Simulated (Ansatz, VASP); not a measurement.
**Sc3TaH in VASP and in Ansatz**

Contents of INCAR:

```
SYSTEM = Sc3TaH
  PREC = Accurate
  ENCUT = 600
  EDIFF = 1E-6
  ISMEAR = 0
  SIGMA = 0.1
  LREAL = .False.
  LASPH = .True.
  NELM = 60
  ALGO = Normal
  ISIF = 3
  LWAVE = .False.
  LCHARG = .False.
  GGA = PE
  IBRION = 2
  NSW = 100
  EDIFFG = -0.01
```

The input KPOINTS:

```
regular mesh
0
Gamma
  8 8 8
  0 0 0
```

The input POSCAR:

```
Sc3TaH
1.0
    4.4521691883      0.0000000000      0.0000000000
    0.0000000000      4.4521691883      0.0000000000
    0.0000000000      0.0000000000      4.4521691883
Sc Ta H
3 1 1
Direct
    0.0000000000      0.5000000000      0.5000000000
    0.5000000000      0.0000000000      0.5000000000
    0.5000000000      0.5000000000      0.0000000000
    0.0000000000      0.0000000000      0.0000000000
    0.5000000000      0.5000000000      0.5000000000
```

Input for Ansatz:

```yaml
crystal:
  lattice:
    - [4.4521691883, 0.0, 0.0]
    - [0.0, 4.4521691883, 0.0]
    - [0.0, 0.0, 4.4521691883]
  atoms:
    - { symbol: Sc, position: [0.0, 0.5, 0.5] }
    - { symbol: Sc, position: [0.5, 0.0, 0.5] }
    - { symbol: Sc, position: [0.5, 0.5, 0.0] }
    - { symbol: Ta, position: [0.0, 0.0, 0.0] }
    - { symbol: H, position: [0.5, 0.5, 0.5] }
basis:
  ecutwfc: 420
kpoints:
  mp_grid: { grid: [8, 8, 8] }
hamiltonian:
  xc: pbe
scf:
  occupations: { method: gaussian, width: 0.1 }
output:
  forces: true
  stress: true
  eigenvalues: true
  write_density: true
  write_potential: true
  elf: true
  volumetric_format: npy
relax:
  adjacent_minimum: "off"
  f_tol: 0.01
  max_steps: 80
  cell: { stress_tol: 0.05 }
```

Change from the starting cell: species swapped into the LuBRh3 type (Pm-3m, No. 221).

Alike in both runs: task relaxation of cell and atoms; functional PBE; k mesh 8 × 8 × 8; occupations gaussian, width 0.1 eV; no spin polarisation.

|  | VASP | Ansatz |
| --- | --- | --- |
| version | VASP 6.6.1 | Ansatz 0.2.0 |
| potentials or method | VASP PAW PBE potentials, release 64 (Sc_sv, Ta_pv, H) | scalar-relativistic, plane waves, PAW |
| plane-wave cutoff (eV) | 600 | 420 |
| valence electrons in the cell | 45 | 47 |

VASP gave:

```
gap on the k mesh at the Fermi level, each at its own relaxed structure (eV) : none
relaxed volume (Å³/atom)                                                     : 17.62
relaxed cell length with the largest relative difference (Å)                 : 4.450
```

Estimate Ansatz's values.

gap on the k mesh at the Fermi level, each at its own relaxed structure (eV): none; relaxed volume (Å³/atom): 17.60; relaxed cell length with the largest relative difference (Å): 4.448.

A gap of «none» marks a metal or a gap that the smearing closes. The two sets of potentials don't hold the same shells in valence.

The runs have no spin-orbit coupling, so splittings on Ta are missing.
